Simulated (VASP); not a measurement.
Input for VASP

**INCAR**
```
EDIFF  =  1E-6   # SCF stop (eV)
HFSCREEN  =  0.2   # 1/Angstrom
SYSTEM  =  GeS
LMAXMIX  =  4   # l cut-off of mixed one-centre charges
GGA  =  PE   # PBE
LHFCALC  =  .TRUE.
NELM  =  100   # most electronic steps
ISYM  =  3
PREC  =  Accurate
ALGO  =  Normal   # blocked Davidson
LWAVE  =  .FALSE.
ISMEAR  =  0   # Gaussian
ENCUT  =  300
LCHARG  =  .FALSE.
ISIF  =  2
AEXX  =  0.25
LASPH  =  .TRUE.   # aspherical one-centre terms
SIGMA  =  0.02
LREAL  =  .FALSE.
PRECFOCK  =  Fast
```

File KPOINTS:
```
Automatic mesh
0
Gamma
2 4 3
0 0 0
```

File POSCAR:
```
GeS
21.56150
  0.5000000000   0.0000000000   0.0000000000
  0.0000000000   0.1671098950   0.0000000000
  0.0000000000   0.0000000000   0.2097780767
Ge S
4 4
Cartesian
  0.4331295000   0.0412136450   0.0707098963
  0.0628740000   0.1277705546   0.1322587840
  0.3127745000   0.1292925915   0.1829422162
  0.1923840000   0.0373305123   0.0253042707
  0.3294905000   0.0434702970   0.1067799779
  0.1748455000   0.1242141218   0.1077548166
  0.4136395000   0.1226008429   0.0038001299
  0.0808620000   0.0425468477   0.2095624248
```

POTCAR, in this order: Ge_d S (PBE.64 set). Program: vasp_std.

Task: Translate this HSE06 calculation to Quantum ESPRESSO's pw.x.

Result: One equivalent input (not run):
```
&CONTROL
  calculation = 'scf'
  pseudo_dir = './pseudo'
  outdir = './out'
  tprnfor = .true.
  tstress = .false.
/
&SYSTEM
  ibrav = 0
  nat = 8
  ntyp = 2
  ecutwfc = 78
  occupations = 'smearing'
  smearing = 'gaussian'
  degauss = 0.00147
  input_dft = 'hse'
  nqx1 = 2
  nqx2 = 4
  nqx3 = 3
  screening_parameter = 0.1058
/
&ELECTRONS
  conv_thr = 7.3e-08
  electron_maxstep = 100
/
ATOMIC_SPECIES
  Ge 72.630 Ge.upf
  S 32.060 S.upf
CELL_PARAMETERS angstrom
    10.7807500    0.0000000    0.0000000
     0.0000000    3.6031400    0.0000000
     0.0000000    0.0000000    4.5231300
ATOMIC_POSITIONS crystal
  Ge   0.8662590  0.2466260  0.3370700
  Ge   0.1257480  0.7645900  0.6304700
  Ge   0.6255490  0.7736980  0.8720750
  Ge   0.3847680  0.2233890  0.1206240
  S    0.6589810  0.2601300  0.5090140
  S    0.3496910  0.7433080  0.5136610
  S    0.8272790  0.7336540  0.0181150
  S    0.1617240  0.2546040  0.9989720
K_POINTS automatic
  2 4 3 0 0 0
```
Limits of the translation: the potentials are each code's own (VASP's PAW set, PseudoDojo norm-conserving files in pw.x), so ENCUT and ecutwfc are chosen apart and not converted; conv_thr bounds pw.x's estimated SCF error, while EDIFF bounds the energy change between steps.

The structure comes from a computed database's GeS entry, a phase known from measurement. The cell was not relaxed at this level, atoms are displaced from their ideal sites. The k-mesh is coarse (spacing up to 0.46 per Å, 2π included), so the numbers may not be converged in it.
